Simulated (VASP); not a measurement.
Given:

```xyz
3
Lattice="1.4803 -2.5640 0.0000 1.4803 2.5640 0.0000 0.0000 0.0000 3.0968" Properties=species:S:1:pos:R:3 pbc="T T T"
Ti     0.0000     0.0000     0.0000
B      1.4803     0.8547     1.5484
B      1.4803    -0.8547     1.5484
```

The numbers are results of PBEsol GGA, VASP's PBE PAW potentials (set 64) (plane waves; VASP), not measurements. Run with 620 eV cut-off, 12×12×10 Γ-centred mesh, first-order Methfessel-Paxton smearing of 0.10 eV, potentials Ti_sv B.

Energy and stress use the plane-wave basis of the starting cell.

Question: The ions, cell shape and volume at an external pressure of 30.0 GPa are relaxed. Give the cell that the relaxation ends in.

Answer: 
```xyz
3
Lattice="1.4682 -2.5431 0.0000 1.4682 2.5431 0.0000 0.0000 0.0000 3.0606" Properties=species:S:1:pos:R:3 pbc="T T T"
Ti     1.4682    -2.5431     3.0606
B      1.4682     0.8477     1.5303
B      1.4682    -0.8477     1.5303
```
Space group P6/mmm (191), at a tolerance of 0.03 Å.

Question: How do energy and volume change from the first to the last step?

Answer: The energy (σ→0) changes by +33.9 meV/atom and the volume by -2.8 %, in 5 ionic steps.

The compound is TiB2 in the AlB2 type structure. This run relaxes it under an external pressure of 30 GPa. Symmetry was kept, so distortions that lower it aren't found.
